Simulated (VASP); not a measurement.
Energy against volume of Tm (hcp). Calculation: vdW-DF2, VASP's PBE PAW potentials (set 64) (plane waves; VASP 6.6.1). Settings: 520 eV cut-off, 12×12×7 Γ-centred mesh, first-order Methfessel-Paxton smearing of 0.10 eV, potentials Tm_3.

The 4f electrons are frozen in the core of the lanthanide potential, so 4f levels, which can set the real gap, and their magnetism are missing.

Shape and ions are relaxed at each volume.

| V (Å³/atom) | E (eV/atom) |
|---|---|
| 30.448 | -1.32908 |
| 31.390 | -1.33482 |
| 32.332 | -1.33239 |
| 33.274 | -1.32278 |

Fit these four points and predict the energy of the run at 29.507 Å³/atom.

A cubic in V^(−2/3), the third-order Birch-Murnaghan form, passes through the four points with V0 = 31.56 Å³/atom and B0 = 45 GPa, and gives -1.3141 eV/atom there. The run gave -1.3140 eV/atom, +0.0 meV/atom from the fit; all five points give B0 = 45 GPa.

The compound is Tm in the hcp structure. It was relaxed first.
